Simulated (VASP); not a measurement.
Crystal: HfO2.

```
CELL_PARAMETERS angstrom
0.00000 2.55750 2.55750
2.55750 0.00000 2.55750
2.55750 2.55750 0.00000
ATOMIC_POSITIONS crystal
Hf 0.00000 0.00000 0.00000
O 0.75000 0.75000 0.75000
O 0.25000 0.25000 0.25000
```

Measurements of this composition are mostly on another form, of space group No. 14.

Base run:

* Program: VASP 6.6.1
* Functional: r2SCAN
* Potentials or basis: VASP PAW PBE potentials, release 64 (Hf_pv, O)
* Cutoff: 520 eV
* k mesh: 8 × 8 × 8
* Occupations: gaussian, width 0.02 eV
* Spin: no spin polarisation

Its results: band gap on the k mesh 4.21 eV, direct.

The run is repeated on the same cell with these changes: functional from r2SCAN to TB-mBJ. What comes out?

Band gap on the k mesh 5.66 eV, direct.

Caveats: spin-orbit coupling is left out, which moves the levels of the heavy elements.
